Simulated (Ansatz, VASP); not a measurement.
# Ge (Germanium) in two plane-wave programs

Aim: how closely do two programs agree when they are given the same cell, functional and k mesh? The cell is taken from a series of runs on this material, whose earlier steps may have relaxed, scaled, displaced or heated it; both programs get it as it stands.

Method: plane waves, with VASP 6.6.1 beside it; zone-centre phonons at PBEsol, in Ansatz 0.2.0.

**1. The structure**

The structure is tetragonal, space group I4_1/amd (No. 141). The conventional cell has a = 3.983 Å, b = 3.983 Å, c = 5.846 Å, α = 90.00°, β = 90.00°, γ = 90.00°. Nearest to Ge lie 4 Ge at 2.47 Å.

Coordinates:

```cif
data_structure
_symmetry_space_group_name_H-M 'I4_1/amd:1'
_symmetry_Int_Tables_number 141
_cell_length_a 3.9827
_cell_length_b 3.9827
_cell_length_c 5.8460
_cell_angle_alpha 90.000
_cell_angle_beta 90.000
_cell_angle_gamma 90.000
_cell_volume 92.73
loop_
_atom_site_label
_atom_site_type_symbol
_atom_site_symmetry_multiplicity
_atom_site_Wyckoff_symbol
_atom_site_fract_x
_atom_site_fract_y
_atom_site_fract_z
_atom_site_occupancy
Ge1 Ge 4 b 0.50000 0.50000 0.00000 1
```

**2. VASP: zone-centre phonons, PBEsol**

Second derivatives magnify differences that forces hide, and they need a tight electronic threshold.

Lines of VASP's logs that name or quote its potential files are left out, and so is its time.

Contents of INCAR:

```
SYSTEM = Ge
PREC = Accurate
ENCUT = 500
EDIFF = 1E-08
NELM = 120
ISMEAR = 1
SIGMA = 0.2
LREAL = .FALSE.
ALGO = Normal
GGA = PS
NBANDS = 20
LORBIT = 11
LWAVE = .FALSE.
LCHARG = .FALSE.
ISIF = 2
IBRION = 8
LASPH = .TRUE.
GGA_COMPAT = .FALSE.
KPAR = 2
```

Contents of POSCAR:

```
Ge
1.0
    0.0000000000      2.8162206146      2.9229988635
    2.8162206146      0.0000000000      2.9229988635
    2.8162206146      2.8162206146      0.0000000000
Ge
2
Direct
    0.5000000000      0.5000000000      0.5000000000
    0.7500000000      0.7500000000      0.7500000000
```

Contents of KPOINTS:

```
Automatic mesh
0
Gamma
16 16 16
0 0 0
```

PAW data sets: Ge_d (PBE family, release 64).

Launch:

```sh
mpirun -np 2 vasp_std
```

Numbers of over 12 decimals in the logs are rounded to 6 here.

What it wrote:

```text
[banner, memory and clock lines left out]
running    2 mpi-ranks, on    1 nodes
 distrk:  each k-point on    1 cores,    2 groups
 distr:  one band on    1 cores,    1 groups

 POSCAR found type information on POSCAR Ge
 POSCAR found :  1 types and       2 ions
|                                                                             |
|               ----> ADVICE to this user running VASP <----                  |
|                                                                             |
|     You enforced a specific xc type in the INCAR file but a different       |
|     [... a line on the potential file left out ...]
|     I HOPE YOU KNOW WHAT YOU ARE DOING!                                     |
|                                                                             |

 LDA part: xc-table for (Slater+PW92), standard interpolation
 POSCAR, INCAR and KPOINTS ok, starting setup
 FFT: planning ... GRIDC
 FFT: planning ... GRID_SOFT
 FFT: planning ... GRID
 WAVECAR not read
 entering main loop
       N       E                     dE             d eps       ncg     rms          rms(c)
DAV:   1     0.183297367477E+03    0.18330E+03   -0.14670E+04 14884   0.371E+03
DAV:   2     0.159246092623E+02   -0.16737E+03   -0.16291E+03 13988   0.586E+02
DAV:   3    -0.917332082319E+01   -0.25098E+02   -0.24911E+02 15804   0.145E+02
DAV:   4    -0.999053410104E+01   -0.81721E+00   -0.81651E+00 15816   0.307E+01
DAV:   5    -0.100041470929E+02   -0.13613E-01   -0.13613E-01 15568   0.435E+00    0.315E+00
DAV:   6    -0.990784087721E+01    0.96306E-01   -0.35489E-02 18604   0.240E+00    0.179E+00
DAV:   7    -0.986168781484E+01    0.46153E-01   -0.57363E-02 14752   0.252E+00    0.153E-01
DAV:   8    -0.986264308508E+01   -0.95527E-03   -0.67320E-03 15804   0.120E+00    0.508E-02
DAV:   9    -0.986275031249E+01   -0.10723E-03   -0.23972E-04 15780   0.220E-01    0.111E-02
DAV:  10    -0.986276578345E+01   -0.15471E-04   -0.21433E-05 17984   0.393E-02    0.527E-03
DAV:  11    -0.986276686920E+01   -0.10858E-05   -0.48626E-06 18760   0.354E-02    0.142E-03
DAV:  12    -0.986276646794E+01    0.40126E-06   -0.90399E-07 18564   0.188E-02    0.272E-04
DAV:  13    -0.986276644429E+01    0.23648E-07   -0.18769E-08 13140   0.147E-03    0.124E-04
DAV:  14    -0.986276642562E+01    0.18675E-07   -0.42016E-09  9192   0.124E-03    0.276E-05
DAV:  15    -0.986276642739E+01   -0.17699E-08   -0.77810E-10  8040   0.421E-04
   1 F= -.98627664E+01 E0= -.98627890E+01  d E =0.677597E-04
 Linear response reoptimize wavefunctions to high precision
DAV:   1    -0.986276642950E+01   -0.21128E-08   -0.25332E-10  8400   0.238E-04
DAV:   2    -0.986276642953E+01   -0.30923E-10   -0.79258E-11  7772   0.115E-04
 Linear response DOF=           2
 Linear response progress:
  Degree of freedom:   1/  2
       N       E                     dE             d eps       ncg     rms          rms(c)
RMM:   1    -0.186696985422E+00   -0.18670E+00    0.83322E+00 53785   0.448E+01
RMM:   2    -0.193849615301E+00   -0.71526E-02   -0.12740E-02 71029   0.106E+00    0.708E-02
RMM:   3    -0.193862321741E+00   -0.12706E-04   -0.90582E-04 75276   0.311E-01    0.410E-02
RMM:   4    -0.193754502290E+00    0.10782E-03   -0.58505E-05 80361   0.791E-02    0.460E-03
RMM:   5    -0.193755529199E+00   -0.10269E-05   -0.40603E-06 77536   0.175E-02    0.230E-03
RMM:   6    -0.193762004214E+00   -0.64750E-05   -0.30721E-07 78926   0.490E-03    0.314E-04
RMM:   7    -0.193761082390E+00    0.92182E-06   -0.18273E-07 80875   0.153E-03    0.192E-04
RMM:   8    -0.193760071663E+00    0.10107E-05   -0.84458E-08 82283   0.553E-04    0.415E-05
RMM:   9    -0.193759985684E+00    0.85979E-07   -0.55894E-08 82626   0.227E-04    0.187E-05
RMM:  10    -0.193760132675E+00   -0.14699E-06   -0.47138E-08 83216   0.989E-05    0.533E-06
RMM:  11    -0.193760160213E+00   -0.27539E-07   -0.29428E-08 84032   0.516E-05    0.269E-06
RMM:  12    -0.193760179366E+00   -0.19153E-07   -0.14618E-08 82081   0.314E-05    0.179E-06
RMM:  13    -0.193760195015E+00   -0.15649E-07   -0.12194E-08 76067   0.229E-05    0.434E-07
RMM:  14    -0.193760198880E+00   -0.38645E-08   -0.64693E-09 64662   0.186E-05    0.427E-08
 first order change of Fermi-energy  -0.76219E-04
 force on displaced ion       1 direction 1 : -10.441  -0.000   0.000
 Linear response progress:
  Degree of freedom:   2/  2
       N       E                     dE             d eps       ncg     rms          rms(c)
RMM:   1    -0.187076814647E+00   -0.18708E+00    0.80975E+00 30388   0.442E+01
RMM:   2    -0.194196480268E+00   -0.71197E-02   -0.12680E-02 40217   0.105E+00    0.744E-02
RMM:   3    -0.194218236821E+00   -0.21757E-04   -0.91170E-04 42655   0.312E-01    0.429E-02
RMM:   4    -0.194134463185E+00    0.83774E-04   -0.58377E-05 45488   0.781E-02    0.432E-03
RMM:   5    -0.194133764550E+00    0.69863E-06   -0.29247E-06 44012   0.173E-02    0.229E-03
RMM:   6    -0.194137664353E+00   -0.38998E-05   -0.15657E-07 44163   0.469E-03    0.272E-04
RMM:   7    -0.194136643438E+00    0.10209E-05    0.20713E-07 45778   0.152E-03    0.161E-04
RMM:   8    -0.194135410220E+00    0.12332E-05    0.12652E-07 45922   0.569E-04    0.378E-05
RMM:   9    -0.194135433027E+00   -0.22807E-07    0.61138E-08 46730   0.229E-04    0.187E-05
RMM:  10    -0.194135603200E+00   -0.17017E-06    0.12328E-08 47042   0.100E-04    0.618E-06
RMM:  11    -0.194135656550E+00   -0.53350E-07    0.62745E-09 48393   0.520E-05    0.252E-06
RMM:  12    -0.194135677455E+00   -0.20905E-07    0.28128E-08 45593   0.317E-05    0.101E-06
RMM:  13    -0.194135684287E+00   -0.68324E-08    0.16941E-08 38335   0.229E-05    0.372E-07
 first order change of Fermi-energy   0.16472E-03
 force on displaced ion       1 direction 3 :  -0.000  -0.000 -10.181
 Linear response finished
```

OUTCAR, selected parts (step 2):

```text
ion  position               nearest neighbor table
   1  0.500  0.500  0.500-   2 2.47   2 2.47   2 2.47   2 2.47
   2  0.750  0.750  0.750-   1 2.47   1 2.47   1 2.47   1 2.47

  LATTYP: Found a body centered tetragonal cell.
 ALAT       =     3.9827373878
 C/A-ratio  =     1.4678340944

 Subroutine GETGRP returns: Found 16 space group operations
 (whereof  8 operations were pure point group operations)

The static configuration has the point symmetry D_2d.
 The point group associated with its full space group is D_4h.

 Found    349 irreducible k-points:

   k-points           NKPTS =    349   k-points in BZ     NKDIM =    349   number of bands    NBANDS=     20

   dimension x,y,z NGX =    30 NGY =   30 NGZ =   30
   dimension x,y,z NGXF=    60 NGYF=   60 NGZF=   60

   ENCUT  =  500.0 eV  36.75 Ry    6.06 a.u.   7.40  7.40  7.26*2*pi/ulx,y,z

   NELECT =      28.0000    total number of electrons

 k-points in reciprocal lattice and weights: Automatic mesh
   0.00000000  0.00000000  0.00000000       0.000
   0.06250000  0.00000000  0.00000000       0.002
   0.12500000  0.00000000  0.00000000       0.002
   0.18750000 -0.00000000  0.00000000       0.002
   0.25000000  0.00000000  0.00000000       0.002
   0.31250000  0.00000000  0.00000000       0.002
   0.37500000 -0.00000000  0.00000000       0.002
   0.43750000  0.00000000  0.00000000       0.002
   0.50000000  0.00000000  0.00000000       0.001
[...]
-0.31250000  0.18750000  0.50000000       0.001
  -0.25000000  0.25000000  0.50000000       0.000

 average (electrostatic) potential at core
       1 -74.3716       2 -74.3716

  Total       -0.0404492     -0.0404492     -0.8375304      0.0000000      0.0000000      0.0000000
  in kB       -1.3977462     -1.3977462    -28.9413754      0.0000000      0.0000000      0.0000000
  external PRESSURE =     -10.5789559 kB  Pullay stress =       0.0000000 kB

  energy-cutoff  :      500.00
  volume of cell :       46.37
      direct lattice vectors                 reciprocal lattice vectors
     0.000000000  2.816220615  2.922998864    -0.177542909  0.177542909  0.171057200
     2.816220615  0.000000000  2.922998864     0.177542909 -0.177542909  0.171057200
     2.816220615  2.816220615  0.000000000     0.177542909  0.177542909 -0.171057200

 POSITION                                       TOTAL-FORCE (eV/Angst)
 -----------------------------------------------------------------------------------
      2.81622      2.81622      2.92300         0.000000      0.000000     -0.000000
      4.22433      4.22433      4.38450        -0.000000     -0.000000      0.000000
 -----------------------------------------------------------------------------------
    total drift:                                0.000000     -0.000000     -0.000000

 Eigenvectors and eigenvalues of the dynamical matrix
 ----------------------------------------------------

   1 f  =    8.383888 THz    52.677520 2PiTHz  279.656390 cm-1    34.672958 meV
             X         Y         Z           dx          dy          dz
      2.816221  2.816221  2.922999     0.000000    0.707107   -0.000000
      4.224331  4.224331  4.384498    -0.000000   -0.707107   -0.000000

   2 f  =    8.383888 THz    52.677520 2PiTHz  279.656390 cm-1    34.672958 meV
             X         Y         Z           dx          dy          dz
      2.816221  2.816221  2.922999    -0.707107    0.000000   -0.000000
      4.224331  4.224331  4.384498     0.707107   -0.000000   -0.000000

   3 f  =    8.278772 THz    52.017057 2PiTHz  276.150101 cm-1    34.238234 meV
             X         Y         Z           dx          dy          dz
      2.816221  2.816221  2.922999     0.000000    0.000000    0.707107
      4.224331  4.224331  4.384498     0.000000    0.000000   -0.707107

   4 f  =    0.000000 THz     0.000001 2PiTHz    0.000003 cm-1     0.000000 meV
             X         Y         Z           dx          dy          dz
      2.816221  2.816221  2.922999    -0.000000   -0.703551   -0.070823
      4.224331  4.224331  4.384498     0.000000   -0.703551   -0.070823

   5 f  =    0.000000 THz     0.000001 2PiTHz    0.000003 cm-1     0.000000 meV
             X         Y         Z           dx          dy          dz
      2.816221  2.816221  2.922999     0.707107    0.000000   -0.000000
      4.224331  4.224331  4.384498     0.707107    0.000000   -0.000000

   6 f  =    0.000000 THz     0.000000 2PiTHz    0.000001 cm-1     0.000000 meV
             X         Y         Z           dx          dy          dz
      2.816221  2.816221  2.922999    -0.000000    0.070823   -0.703551
      4.224331  4.224331  4.384498    -0.000000    0.070823   -0.703551

 ELASTIC MODULI CONTR FROM IONIC RELAXATION (kBar)
 Direction    XX          YY          ZZ          XY          YZ          ZX
 --------------------------------------------------------------------------------
 XX           0.0000      0.0000      0.0000      0.0000      0.0000      0.0000
 YY           0.0000      0.0000      0.0000      0.0000      0.0000      0.0000
 ZZ           0.0000      0.0000      0.0000      0.0000      0.0000      0.0000
 XY           0.0000      0.0000      0.0000   -192.0855      0.0000      0.0000
 YZ           0.0000      0.0000      0.0000      0.0000   -198.6545      0.0000
 ZX           0.0000      0.0000      0.0000      0.0000      0.0000   -172.9524
 --------------------------------------------------------------------------------
```

**3. Ansatz: zone-centre phonons, PBEsol**

Ansatz runs on its PAW soft_1 files.

The same cell, functional, mesh and smearing now go to Ansatz, which takes its cutoff from its data sets.

Contents of input.yaml:

```yaml
crystal:
  lattice:
    - [0.0, 2.8162206146, 2.9229988635]
    - [2.8162206146, 0.0, 2.9229988635]
    - [2.8162206146, 2.8162206146, 0.0]
  atoms:
    - { symbol: Ge, position: [0.5, 0.5, 0.5] }
    - { symbol: Ge, position: [0.75, 0.75, 0.75] }
kpoints:
  mp_grid: { grid: [16, 16, 16] }
hamiltonian:
  xc: pbesol
  pseudopotentials: { kind: paw, azcp: { folder: soft_1 }, xc_functional: pbe }
scf:
  occupations: { method: methfessel_paxton, width: 0.2 }
output:
  eigenvalues: true
phonons:
  method: dfpt
```

Launch:

```sh
ansatz run input.yaml --threads 4 --pin off --max-ram 10240MiB --backend cpu --events-out ev --progress --plain --runs-dir out
```

What it wrote:

```text
zone centre: on kpoints.mp_grid the ground state, and the responses unless they are solved on pairs of k-points, stand on 621 of the mesh's 4096 k-points, reduced under 4 symmetry operations, with k and −k counted as one. Each operation leaves every solved displacement unchanged or reverses it
Engine: ansatz 0.2.0, aarch64-unknown-linux-gnu
Pseudopotentials: kind: paw
Pseudopotential: Ge, paw, valence charge 14, recommended cutoff 420 eV (normal), soft_1/Ge.paw.azcp
Functional definition: PBEsol
  exchange = pbesol_x
  correlation = pbesol_c
Crystal: 2 atoms, lattice volume = 46.365 Å³
Basis set: ecut = 420 eV, 909 PW (Γ), exchange–correlation on 64×64×64 points (8 copies of the dense FFT grid, shifted against one another)
Bands: 18, of which v1, the nominal top of the filled ones, is band 14 counted from 1 (13 counted from 0)
Symmetry: 16 space group operations
k-points: 621 of 4096 (irreducible under 4 space group operations, time reversal used)
Non-local potential: Ge, projectors of the file, l = 0: 2, l = 1: 2, l = 2: 3, l = 3: 1
PAW form: soft (Blöchl's): semilocal exchange-correlation on the pseudo side does not see the compensation charge
PAW frozen core: Ge, regenerated for the run's functional, and the local potential with it (the file was generated under x = pbe(κ = 0.804, μ = 0.219515), c = pbe(β = 0.066725))
PAW one-centre angular grid: Ge, 590 points (default); XC on 64 Gauss nodes
Initial density: superposition of atomic densities (chi_scale 0.1, normalization cell)
Initial wavefunctions: pseudopotential atomic-orbital guess
Functional: x = pbesol(κ = 0.804, μ = 0.123457), c = pbesol(β = 0.046)
SCF iter   1: F=—  HF=-8507.062989 eV  |F-HF|=—  |Δ(HF+E_count)|=         —  Δρ=3.42e-2  dr2=4.31e-1  ethr=3.10e-3  ⟨swp⟩=5.1  Hψ=49899  notcnv=0
preconditioner: auto → Kerker (q_TF=auto, 2.508 Å⁻¹)  [metal: Δε(μ)=0.075 eV  Ē_g=23.177 eV  σ=0.200 eV  W_gap=0.31  n_scr=14 (ndim 8)  ℏωp=28.9 eV  f_vac=0.000  D(μ)=0.05/eV (n_scr^D=0)]
SCF iter   2: F=—  HF=-8507.037173 eV  |F-HF|=—  |Δ(HF+E_count)|=   2.58e-2  S|Δr|=    0.00e0  Δρ=2.23e-2  dr2=2.15e-1  ethr=1.54e-3  ⟨swp⟩=1.0  Hψ=16146  notcnv=0
SCF iter   3: F=—  HF=-8506.994935 eV  |F-HF|=—  |Δ(HF+E_count)|=   4.22e-2  S|Δr|=    0.00e0  Δρ=3.69e-3  dr2=1.16e-2  ethr=7.68e-4  ⟨swp⟩=1.1  Hψ=11213  notcnv=0
SCF iter   4: F=—  HF=-8506.994724 eV  |F-HF|=—  |Δ(HF+E_count)|=   2.10e-4  S|Δr|=    0.00e0  Δρ=2.51e-3  dr2=4.18e-3  ethr=4.16e-5  ⟨swp⟩=2.0  Hψ=19541  notcnv=0
SCF iter   5: F=—  HF=-8506.995557 eV  |F-HF|=—  |Δ(HF+E_count)|=   8.33e-4  S|Δr|=    0.00e0  Δρ=5.97e-4  dr2=1.77e-4  ethr=1.49e-5  ⟨swp⟩=2.0  Hψ=19875  notcnv=0
SCF iter   6: F=—  HF=-8506.995682 eV  |F-HF|=—  |Δ(HF+E_count)|=   1.25e-4  S|Δr|=    0.00e0  Δρ=1.15e-4  dr2=4.32e-6  ethr=6.31e-7  ⟨swp⟩=2.0  Hψ=19902  notcnv=0
SCF iter   7: F=—  HF=-8506.995696 eV  |F-HF|=—  |Δ(HF+E_count)|=   1.41e-5  S|Δr|=    0.00e0  Δρ=2.51e-5  dr2=1.96e-7  ethr=1.54e-8  ⟨swp⟩=2.0  Hψ=19904  notcnv=0
SCF iter   8: F=—  HF=-8506.995695 eV  |F-HF|=—  |Δ(HF+E_count)|=   5.46e-7  S|Δr|=    0.00e0  Δρ=3.72e-6  dr2=4.43e-9  ethr=7.01e-10  ⟨swp⟩=2.0  Hψ=19903  notcnv=0
SCF iter   9: F=—  HF=-8506.995695 eV  |F-HF|=—  |Δ(HF+E_count)|=   2.01e-8  S|Δr|=    0.00e0  Δρ=7.97e-7  dr2=2.07e-10  ethr=1.58e-11  ⟨swp⟩=2.0  Hψ=13695  notcnv=0
SCF iter  10: F=-8506.995695 eV  HF=-8506.995695 eV  |F-HF|=9.09e-12  |Δ(HF+E_count)|=  9.26e-10  S|Δr|=    0.00e0  Δρ=1.15e-7  dr2=4.53e-12  ethr=1.00e-12  ⟨swp⟩=4.0  Hψ=52224  notcnv=0
SCF 1 converged in 10 iterations: F = -8506.995695 eV  dr2 = 4.53e-12
  greatest PAW one-centre occupation: 0.998 electrons in one spin orbital (limit 2), on the Ge atom at site 1 (counted from 0), in its partial waves of l = 2
DFPT response loops at Γ: preconditioner auto → Kerker (q_TF=auto, 2.508 Å⁻¹) (partly filled bands, converged f_vac=0.066); β = 1.00, the filter's whole step (`scf.mixing.beta` (0.50) is not read by the response loops under this deck's `scf.mixing.preconditioner`; to damp them name `kerker` or `kerker_dos`, under which they read `scf.mixing.beta`, and type it under 1.00, their step now; both keys bind the ground state too); Broyden in place of MSR1
SCF converged after 10 iterations
Stability not checked: this state was not tested for a lower state beside it, because cold or Methfessel-Paxton smearing, or corrected tetrahedra, fill the levels in a way that the test cannot read (fill_not_monotonic; see scf.lower_state_search)
Free energy (F): -8506.995695 eV
Harris-Foulkes:  -8506.995695 eV  (|F-HF|=9.09e-12)
Internal energy: -8506.995760 eV  (E = F + TS)
E sigma→0 (E₀):  -8506.995711 eV
Entropy (-TS):   0.000064 eV (0.032 meV/atom)
Fermi energy:    8.119490 eV
--- Per-component energies (eV) ---
  E_band       = -311.238260
  E_kinetic    = 185.194200
  E_local      = -4536.957905  (includes V_loc(G=0)·N_el)
  E_nonlocal   = 438.476433
  E_hartree    = 2157.449554
  E_xc         = -141.953171
  E_vxc        = -130.005197  (∫ρ·V_xc dr)
  E_paw        = -3944.511636  (= ΣΔE_a)
  E_vpaw       = -582.844972  (= ΣTr[D̂ρ^β])
  E_aug_tail   = 0.000029  (compensation charges beyond the density's cutoff)
  E_ewald      = -2666.529140
  E_core_change = 1.835876  (= ΣΔE_core)
  E_smearing   = 0.000064  (= −TS)
  E_closure    = 0.000000  (closes the sum)
  Σ components = -8506.995695   (vs F -8506.995695, Δ=0.00e0)
--- Band table (eV; the first three rows and the last of 621) ---
  k-point 0: bands = [... 10 lower, -4.5118, 7.8570, 7.9032, 8.1982, 8.1982, 10.5639, 10.5639, 10.7397]
  k-point 1: bands = [... 10 lower, -4.4649, 6.8620, 7.9043, 8.1051, 8.7819, 10.6941, 10.7022, 10.9097]
  k-point 2: bands = [... 10 lower, -4.3254, 5.6844, 7.6673, 7.8824, 8.9871, 11.0130, 11.0592, 11.5154]
  k-point 620: bands = [... 10 lower, -0.8267, -0.8267, 5.2704, 5.2704, 8.9880, 8.9880, 17.3489, 17.3489]
--- Phonons (Γ-DFPT): 2 representative perturbations + reference, on 621 of 4096 k-points (Σ response iterations 6) ---
  k mesh reduced under 4 symmetry operations, with k and −k counted as one. Each operation leaves every solved displacement unchanged or reverses it
  ASR residual: 2.687e-5 → 0.000e0 eV/Å²; symmetrization residual: 1.386e-12 eV/Å²
  ASR residual per site (eV/Å²): 2.69e-5 2.69e-5
  Γ frequencies (cm⁻¹): 0.00 0.00 0.00 275.63 279.24 279.24
  non-analytic LO–TO correction: not included (Born effective charges unavailable; polar crystals: no LO–TO splitting at Γ)
```

Reading the cycles: dr2 is the Hartree energy of the density residual (eV), the measure of convergence; HF is the Harris–Foulkes estimate of the energy, which meets the free energy F at convergence.

**4. Comparison**

Known differences besides the potentials themselves: the cutoff is 420 eV in Ansatz and 500 eV in VASP; Ansatz makes its cores anew for this functional, VASP keeps those of its PBE data sets. Total energies have different zeros and are not compared.

Compared:

```
                  quantity  Ansatz   VASP  difference
     optical mode 1 (cm⁻¹)   275.6  276.2     -0.19 %
optical mode 2 to 3 (cm⁻¹)   279.2  279.7     -0.15 %
```

Modes are paired by rising frequency, not by their patterns, so a pair may set unlike modes beside each other; they are those without the splitting of longitudinal modes.

**5. Results**

| Property | Result |
| --- | --- |
| r.m.s. difference of the optical zone-centre modes, each program's sorted by frequency (zone-centre phonons, PBEsol) | 0.45 cm⁻¹ |

In words: The r.m.s. difference of the optical zone-centre modes, each program's sorted by frequency is 0.45 cm⁻¹ (zone-centre phonons, PBEsol). How closely two codes agree says nothing of how well the functional describes the real material.

[Lines on the potential files, build, host, timing and source positions are cut from VASP's logs without a mark.]

[Logs are printed without paths, hosts, clocks, repeated set-up lines and the standing remarks that a program may print on its own settings, such as how far it seeks lower states.]

[Hosts, paths, dates, database ids (printed as entryN), source tags and the programs' standing remarks are cut or masked in the printed files.]
